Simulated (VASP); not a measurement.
# TaCuN2 (R-3m) in VASP: a series of runs

Runs on TaCuN2. Level: LDA+U. Tasks: single point.

Everything below comes from runs of VASP 6.6.1. Logs are shortened: lines on timing, memory, paths and dates and some standing lists are left out, and cuts for length are marked.

**1. Starting point**

Symmetry: R-3m, No. 166, trigonal system. Conventional cell: a = 3.136 Å, b = 3.136 Å, c = 17.438 Å, α = 90.00°, β = 90.00°, γ = 120.00°. Around Ta (site symmetry -3m) lie 6 N at 1.99 Å. Cu (site symmetry -3m) has 2 N at 2.08 Å as nearest neighbours. N (site symmetry 3m) has 3 Ta at 1.99 Å and 1 Cu at 2.08 Å as nearest neighbours.

**2. Single point, LDA+U, collinear spin, typed start**

Contents of INCAR:

```
  PREC = Accurate
  ENCUT = 520
  EDIFF = 1E-6
  ISMEAR = 0
  SIGMA = 0.05
  LREAL = False
  LASPH = True
  NELM = 150
  ALGO = Fast
  ISIF = 2
  LWAVE = False
  LCHARG = False
  ISPIN = 2
  MAGMOM = 1 1 0 0
  LORBIT = 11
  LMAXMIX = 4
  LDAU = True
  LDAUTYPE = 2
  LDAUL = 2 2 -1
  LDAUU = 3 3 0
  LDAUJ = 0 0 0
  LDAUPRINT = 1
  NBANDS = 28
```

Contents of KPOINTS:

```
regular mesh
0
Gamma
  7 7 7
```

Contents of POSCAR:

```
TaCuN2
1.0
    1.5680006800      0.9052856200      5.8126690500
   -1.5680006800      0.9052856200      5.8126690500
    0.0000000000     -1.8105712300      5.8126690500
Ta Cu N
1 1 2
Direct
    0.5000000000      0.5000000000      0.5000000000
    0.0000000000      0.0000000000      0.0000000000
    0.1190000000      0.1190000000      0.1190000000
    0.8810000000      0.8810000000      0.8810000000
```

Potentials or basis: VASP PAW LDA potentials, release 64 (Ta_pv, Cu, N).

Started as:

```
$ cat potpaw_LDA.64/Ta_pv/POTCAR potpaw_LDA.64/Cu/POTCAR potpaw_LDA.64/N/POTCAR > POTCAR
$ mpirun -np 1 vasp_std > vasp.out
```

OUTCAR:

```text
PREC = Accurate
   ENCUT = 520
   EDIFF = 1E-6
   ISMEAR = 0
   LREAL = False
   LASPH = True
   NELM = 150
   ISIF = 2
   ISPIN = 2
   LORBIT = 11

 ion  position               nearest neighbor table
   1  0.500  0.500  0.500-   3 1.99   3 1.99   4 1.99   4 1.99   3 1.99   4 1.99
   2  0.000  0.000  0.000-   3 2.08   4 2.08
   3  0.119  0.119  0.119-   1 1.99   1 1.99   1 1.99   2 2.08
   4  0.881  0.881  0.881-   1 1.99   1 1.99   1 1.99   2 2.08

  LATTYP: Found a trigonal (rhomboedric) cell.
 ALAT       =     6.0881269428
 COS(alpha) =     0.8673353878

  Lattice vectors:

 A1 = (   1.5680006800,   0.9052856200,   5.8126690500)
 A2 = (  -1.5680006800,   0.9052856200,   5.8126690500)
 A3 = (   0.0000000000,  -1.8105712300,   5.8126690500)

Analysis of symmetry for initial positions (statically):
=====================================================================
 Subroutine PRICEL returns:
 Original cell was already a primitive cell.

 Routine SETGRP: Setting up the symmetry group for a
 trigonal (rhombohedral) supercell.

 Subroutine GETGRP returns: Found 12 space group operations
 (whereof 12 operations were pure point group operations)
 out of a pool of 12 trial point group operations.

The static configuration has the point symmetry D_3d.

Analysis of symmetry for dynamics (positions and initial velocities):
=====================================================================
 Subroutine PRICEL returns:
 Original cell was already a primitive cell.

 Routine SETGRP: Setting up the symmetry group for a
 trigonal (rhombohedral) supercell.

 Subroutine GETGRP returns: Found 12 space group operations
 (whereof 12 operations were pure point group operations)
 out of a pool of 12 trial point group operations.

The dynamic configuration has the point symmetry D_3d.

Analysis of structural, dynamic, and magnetic symmetry:
=====================================================================
 Subroutine PRICEL returns:
 Original cell was already a primitive cell.

 Routine SETGRP: Setting up the symmetry group for a
 trigonal (rhombohedral) supercell.

 Subroutine GETGRP returns: Found 12 space group operations
 (whereof 12 operations were pure point group operations)
 out of a pool of 12 trial point group operations.

The overall configuration has the point symmetry D_3d.

 Subroutine INISYM returns: Found 12 space group operations
 (whereof 12 operations are pure point group operations),
 and found     1 'primitive' translations

----------------------------------------------------------------------------------------

                                     Primitive cell

  volume of cell :      49.5061

  direct lattice vectors                    reciprocal lattice vectors
     1.568000680  0.905285620  5.812669050     0.318877413  0.184103960  0.057346002
    -1.568000680  0.905285620  5.812669050    -0.318877413  0.184103960  0.057346002
     0.000000000 -1.810571230  5.812669050     0.000000000 -0.368207919  0.057346003

  length of vectors
[... 146 lines left out ...]
  0.2479  0.0000  0.0000 -0.0960  0.0000
  0.0000  0.2629 -0.0000 -0.0000 -0.0960
  0.0000 -0.0000  0.1352  0.0000  0.0000
 -0.0960 -0.0000  0.0000  0.2629  0.0000
  0.0000 -0.0960  0.0000  0.0000  0.2479

 occupancies and eigenvectors

  o =  0.1352  v =  0.0000  0.0000 -1.0000 -0.0000  0.0000  0.0000  0.0000  0.0000  0.0000  0.0000      0.0000  0.0000  0.0000  0.0000  0.0000  0.0000  0.0000  0.0000  0.0000  0.0000
  o =  0.1352  v =  0.0000  0.0000  0.0000  0.0000  0.0000  0.0000  0.0000 -1.0000 -0.0000  0.0000      0.0000  0.0000  0.0000  0.0000  0.0000  0.0000  0.0000  0.0000  0.0000  0.0000
  o =  0.1591  v = -0.7340  0.0000  0.0000 -0.6791  0.0000  0.0000  0.0000  0.0000  0.0000  0.0000      0.0000  0.0000  0.0000  0.0000  0.0000  0.0000  0.0000  0.0000  0.0000  0.0000
  o =  0.1591  v =  0.0000  0.6791  0.0000 -0.0000  0.7340  0.0000  0.0000  0.0000  0.0000  0.0000      0.0000  0.0000  0.0000  0.0000  0.0000  0.0000  0.0000  0.0000  0.0000  0.0000
  o =  0.1591  v =  0.0000  0.0000  0.0000  0.0000  0.0000 -0.7340  0.0000  0.0000 -0.6791  0.0000      0.0000  0.0000  0.0000  0.0000  0.0000  0.0000  0.0000  0.0000  0.0000  0.0000
  o =  0.1591  v =  0.0000  0.0000  0.0000  0.0000  0.0000  0.0000 -0.6791 -0.0000 -0.0000 -0.7340      0.0000  0.0000  0.0000  0.0000  0.0000  0.0000  0.0000  0.0000  0.0000  0.0000
  o =  0.3517  v = -0.6791  0.0000 -0.0000  0.7340 -0.0000  0.0000  0.0000  0.0000  0.0000  0.0000      0.0000  0.0000  0.0000  0.0000  0.0000  0.0000  0.0000  0.0000  0.0000  0.0000
  o =  0.3517  v =  0.0000 -0.7340  0.0000  0.0000  0.6791  0.0000  0.0000  0.0000  0.0000  0.0000      0.0000  0.0000  0.0000  0.0000  0.0000  0.0000  0.0000  0.0000  0.0000  0.0000
  o =  0.3517  v =  0.0000  0.0000  0.0000  0.0000  0.0000 -0.6791  0.0000 -0.0000  0.7340 -0.0000      0.0000  0.0000  0.0000  0.0000  0.0000  0.0000  0.0000  0.0000  0.0000  0.0000
  o =  0.3517  v =  0.0000  0.0000  0.0000  0.0000  0.0000  0.0000  0.7340 -0.0000  0.0000 -0.6791      0.0000  0.0000  0.0000  0.0000  0.0000  0.0000  0.0000  0.0000  0.0000  0.0000

atom =   2  type =  2  l = 2

 onsite density matrix

spin component  1

  0.9449  0.0000 -0.0000  0.0010 -0.0000
  0.0000  0.9554  0.0000 -0.0000  0.0010
 -0.0000  0.0000  0.8711 -0.0000  0.0000
  0.0010 -0.0000 -0.0000  0.9554 -0.0000
 -0.0000  0.0010  0.0000 -0.0000  0.9449

spin component  2

  0.9449  0.0000 -0.0000  0.0010 -0.0000
  0.0000  0.9554  0.0000 -0.0000  0.0010
 -0.0000  0.0000  0.8712 -0.0000  0.0000
  0.0010 -0.0000 -0.0000  0.9554 -0.0000
 -0.0000  0.0010  0.0000 -0.0000  0.9449

 occupancies and eigenvectors

  o =  0.8711  v =  0.0000  0.0000 -1.0000 -0.0000  0.0000  0.0000  0.0000  0.0000  0.0000  0.0000      0.0000  0.0000  0.0000  0.0000  0.0000  0.0000  0.0000  0.0000  0.0000  0.0000
  o =  0.8712  v =  0.0000  0.0000  0.0000  0.0000  0.0000  0.0000  0.0000 -1.0000 -0.0000  0.0000      0.0000  0.0000  0.0000  0.0000  0.0000  0.0000  0.0000  0.0000  0.0000  0.0000
  o =  0.9448  v = -0.9955  0.0000 -0.0000  0.0950 -0.0000  0.0000  0.0000  0.0000  0.0000  0.0000      0.0000  0.0000  0.0000  0.0000  0.0000  0.0000  0.0000  0.0000  0.0000  0.0000
  o =  0.9448  v =  0.0000 -0.0950  0.0000  0.0000  0.9955  0.0000  0.0000  0.0000  0.0000  0.0000      0.0000  0.0000  0.0000  0.0000  0.0000  0.0000  0.0000  0.0000  0.0000  0.0000
  o =  0.9448  v =  0.0000  0.0000  0.0000  0.0000  0.0000 -0.9955 -0.0000  0.0000  0.0951  0.0000      0.0000  0.0000  0.0000  0.0000  0.0000  0.0000  0.0000  0.0000  0.0000  0.0000
  o =  0.9448  v =  0.0000  0.0000  0.0000  0.0000  0.0000  0.0000 -0.0951  0.0000 -0.0000  0.9955      0.0000  0.0000  0.0000  0.0000  0.0000  0.0000  0.0000  0.0000  0.0000  0.0000
  o =  0.9554  v = -0.0950  0.0000  0.0000 -0.9955  0.0000  0.0000  0.0000  0.0000  0.0000  0.0000      0.0000  0.0000  0.0000  0.0000  0.0000  0.0000  0.0000  0.0000  0.0000  0.0000
  o =  0.9554  v =  0.0000  0.9955  0.0000  0.0000  0.0950  0.0000  0.0000  0.0000  0.0000  0.0000      0.0000  0.0000  0.0000  0.0000  0.0000  0.0000  0.0000  0.0000  0.0000  0.0000
  o =  0.9555  v =  0.0000  0.0000  0.0000  0.0000  0.0000 -0.0951  0.0000  0.0000 -0.9955  0.0000      0.0000  0.0000  0.0000  0.0000  0.0000  0.0000  0.0000  0.0000  0.0000  0.0000
  o =  0.9555  v =  0.0000  0.0000  0.0000  0.0000  0.0000  0.0000  0.9955  0.0000  0.0000  0.0951      0.0000  0.0000  0.0000  0.0000  0.0000  0.0000  0.0000  0.0000  0.0000  0.0000

 number of electron      31.9999998 magnetization       0.0000891

 Free energy of the ion-electron system (eV)
  ---------------------------------------------------
  ext. energy  EPLUGINS =         0.00000000
  ---------------------------------------------------
  free energy    TOTEN  =       -33.09797744 eV

  energy without entropy =      -33.09797744  energy(sigma->0) =      -33.09797744

 E-fermi :   5.0231     XC(G=0): -11.8103

 val. band max:        4.7343655003   @ k =   0.4286   0.4286   0.4286
 cond. band min:       5.9468398993   @ k =  -0.4286  -0.4286   0.2857
 fundamental gap:      1.2124743990
 Fermi energy:         5.0230791018

 spin component 1

 k-point     1 :       0.0000    0.0000    0.0000
  band No.  band energies     occupation
      1     -30.4447      1.00000
      2     -30.1285      1.00000
      3     -30.1285      1.00000
      4     -11.7971      1.00000
      5      -7.5812      1.00000
      6      -2.1949      1.00000
[... 1481 lines left out ...]
     27      19.2889      0.00000
     28      19.9773      0.00000

 [... further k-points ...]

------------------------ aborting loop because EDIFF is reached ----------------------------------------

  FORCE on cell =-STRESS in cart. coord.  units (eV):
  Direction    XX          YY          ZZ          XY          YZ          ZX
  --------------------------------------------------------------------------------------
  -------------------------------------------------------------------------------------
  Total        8.6407613      8.6407613      0.2532928      0.0000000      0.0000000     -0.0000000
  in kB      279.6429496    279.6429508      8.1973744      0.0000000      0.0000000     -0.0000000
  external PRESSURE =     189.1610916 kB  Pullay stress =       0.0000000 kB

 VOLUME and BASIS-vectors are now :
 -----------------------------------------------------------------------------
  energy-cutoff  :      520.00
  volume of cell :       49.51
      direct lattice vectors                 reciprocal lattice vectors
     1.568000680  0.905285620  5.812669050     0.318877413  0.184103960  0.057346002
    -1.568000680  0.905285620  5.812669050    -0.318877413  0.184103960  0.057346002
     0.000000000 -1.810571230  5.812669050     0.000000000 -0.368207919  0.057346003

 POSITION                                       TOTAL-FORCE (eV/Angst)
 -----------------------------------------------------------------------------------
      0.00000      0.00000      8.71900         0.000000      0.000000     -0.000000
      0.00000      0.00000      0.00000        -0.000000      0.000000     -0.000000
      0.00000      0.00000      2.07512        -0.000000     -0.000000     -6.730444
      0.00000      0.00000     15.36288        -0.000000      0.000000      6.730444
 -----------------------------------------------------------------------------------
    total drift:                               -0.000000     -0.000000      0.000000

  FREE ENERGIE OF THE ION-ELECTRON SYSTEM (eV)
  ---------------------------------------------------
  free  energy   TOTEN  =       -33.0979774435 eV

  energy  without entropy=      -33.0979774435  energy(sigma->0) =      -33.09797744

 total charge

# of ion       s       p       d       tot
------------------------------------------
    1        0.392   6.429   2.257   9.078
    2        0.351   0.212   9.322   9.886
    3        1.257   2.575   0.000   3.832
    4        1.257   2.575   0.000   3.832
--------------------------------------------------
tot          3.257  11.792  11.579  26.628

 magnetization (x)

# of ion       s       p       d       tot
------------------------------------------
    1        0.000  -0.000  -0.000  -0.000
    2       -0.000  -0.000  -0.000  -0.000
    3        0.000   0.000   0.000   0.000
    4        0.000   0.000   0.000   0.000
--------------------------------------------------
tot          0.000   0.000  -0.000   0.000
```

Run time: 3.1 min. Hardware: 1 thread of Intel Xeon 6975P-C (Granite Rapids), shared host; peak memory 0.34 GiB.

Results:

| Item | Value |
| --- | --- |
| Free energy | -33.0980 eV |
| Pressure | 18.9 GPa |
| Largest force | 6.730 eV/Å |
| Band gap on the k mesh | 1.21 eV, indirect (least direct gap 1.90 eV) |
| Net moment | 0.00 μB per cell |
| Valence electrons inside the program's atomic spheres | Ta 9.08; Cu 9.89; N 3.83 |

Forces in eV/Å, atoms in the order of the input:
```
Ta   0.000  0.000  0.000
Cu   0.000  0.000  0.000
N    0.000  0.000 -6.730
N    0.000  0.000  6.730
```

Eigenvalues of the final occupation matrices:
| site | spin | trace | eigenvalues |
| --- | --- | --- | --- |
| site 1 d | 1 | 1.16 | 0.14 0.16 0.16 0.35 0.35 |
| site 1 d | 2 | 1.16 | 0.14 0.16 0.16 0.35 0.35 |
| site 2 d | 1 | 4.67 | 0.87 0.94 0.94 0.96 0.96 |
| site 2 d | 2 | 4.67 | 0.87 0.94 0.94 0.96 0.96 |

Caveat: spin-orbit coupling is left out, which moves the levels of the heavy elements; an odd mesh through Γ misses points on the zone boundary, where band edges often lie; forces of over 1 eV/Å show positions far from the minimum, so gaps and moduli don't describe the material at rest.

**3. Single point, LDA+U, collinear spin, zero start**

Contents of INCAR:

```
ALGO = Fast
EDIFF = 1E-6
ENCUT = 520
GGA = CA
ISIF = 2
ISMEAR = 0
ISPIN = 2
LASPH = T
LCHARG = F
LDAU = T
LDAUJ = 0 0 0
LDAUL = 2 2 -1
LDAUPRINT = 1
LDAUTYPE = 2
LDAUU = 3 3 0
LMAXMIX = 4
LORBIT = 11
LREAL = F
LWAVE = F
MAGMOM = 0 0 0 0
NBANDS = 28
NELM = 150
PREC = Accurate
SIGMA = 0.05
```

Contents of KPOINTS:

```
k-points
0
Gamma
  7 7 7
```

POSCAR is that of step 2.

Potentials or basis: VASP PAW LDA potentials, release 64 (Ta_pv, Cu, N).

Started as:

```
$ cat potpaw_LDA.64/Ta_pv/POTCAR potpaw_LDA.64/Cu/POTCAR potpaw_LDA.64/N/POTCAR > POTCAR
$ mpirun -np 1 vasp_std > vasp.out
```

OUTCAR:

```text
EDIFF = 1E-6
   ENCUT = 520
   GGA = CA
   ISIF = 2
   ISMEAR = 0
   ISPIN = 2
   LASPH = T
   LORBIT = 11
   LREAL = F
   NELM = 150
   PREC = Accurate

 ion  position               nearest neighbor table
   1  0.500  0.500  0.500-   3 1.99   3 1.99   4 1.99   4 1.99   3 1.99   4 1.99
   2  0.000  0.000  0.000-   3 2.08   4 2.08
   3  0.119  0.119  0.119-   1 1.99   1 1.99   1 1.99   2 2.08
   4  0.881  0.881  0.881-   1 1.99   1 1.99   1 1.99   2 2.08

  LATTYP: Found a trigonal (rhomboedric) cell.
 ALAT       =     6.0881269428
 COS(alpha) =     0.8673353878

[... 1789 lines left out ...]
  volume of cell :       49.51
      direct lattice vectors                 reciprocal lattice vectors
     1.568000680  0.905285620  5.812669050     0.318877413  0.184103960  0.057346002
    -1.568000680  0.905285620  5.812669050    -0.318877413  0.184103960  0.057346002
     0.000000000 -1.810571230  5.812669050     0.000000000 -0.368207919  0.057346003

 POSITION                                       TOTAL-FORCE (eV/Angst)
 -----------------------------------------------------------------------------------
      0.00000      0.00000      8.71900        -0.000000      0.000000      0.000000
      0.00000      0.00000      0.00000         0.000000      0.000000      0.000000
      0.00000      0.00000      2.07512         0.000000     -0.000000     -6.729404
      0.00000      0.00000     15.36288         0.000000      0.000000      6.729404
 -----------------------------------------------------------------------------------
    total drift:                               -0.000000     -0.000000      0.000000

  FREE ENERGIE OF THE ION-ELECTRON SYSTEM (eV)
  ---------------------------------------------------
  free  energy   TOTEN  =       -33.0979772788 eV

  energy  without entropy=      -33.0979772788  energy(sigma->0) =      -33.09797728

 total charge

# of ion       s       p       d       tot
------------------------------------------
    1        0.392   6.429   2.257   9.078
    2        0.352   0.212   9.323   9.886
    3        1.257   2.575   0.000   3.832
    4        1.257   2.575   0.000   3.832
--------------------------------------------------
tot          3.257  11.792  11.580  26.629

 magnetization (x)

# of ion       s       p       d       tot
------------------------------------------
    1        0.000   0.000  -0.000   0.000
    2       -0.000  -0.000   0.000   0.000
    3        0.000   0.000   0.000   0.000
    4        0.000   0.000   0.000   0.000
--------------------------------------------------
tot          0.000   0.000  -0.000   0.000
```

Wall time 3.3 min (1 thread of Intel Xeon 6975P-C (Granite Rapids), shared host); peak memory 0.33 GiB.

What came out:

```
Free energy                                           : -33.0980 eV
Pressure                                              : 19.0 GPa
Largest force                                         : 6.729 eV/Å
Band gap on the k mesh                                : 1.21 eV, indirect (least direct gap 1.90 eV)
Net moment                                            : 0.00 μB per cell
Valence electrons inside the program's atomic spheres : Ta 9.08; Cu 9.89; N 3.83
```

Forces on the atoms (eV/Å):
```
Ta   0.000  0.000  0.000
Cu   0.000  0.000  0.000
N    0.000  0.000 -6.729
N    0.000  0.000  6.729
```

Stress tensor (GPa, compression positive):
```
28.03  0.00  0.00
 0.00 28.03  0.00
 0.00  0.00  0.89
```

Eigenvalues of the final occupation matrices:
| site | spin | trace | eigenvalues |
| --- | --- | --- | --- |
| site 1 d | 1 | 1.16 | 0.14 0.16 0.16 0.35 0.35 |
| site 1 d | 2 | 1.16 | 0.14 0.16 0.16 0.35 0.35 |
| site 2 d | 1 | 4.67 | 0.87 0.94 0.94 0.96 0.96 |
| site 2 d | 2 | 4.67 | 0.87 0.94 0.94 0.96 0.96 |

Caveat: spin-orbit coupling is left out, which moves the levels of the heavy elements; an odd mesh through Γ misses points on the zone boundary, where band edges often lie; forces of over 1 eV/Å show positions far from the minimum, so gaps and moduli don't describe the material at rest.
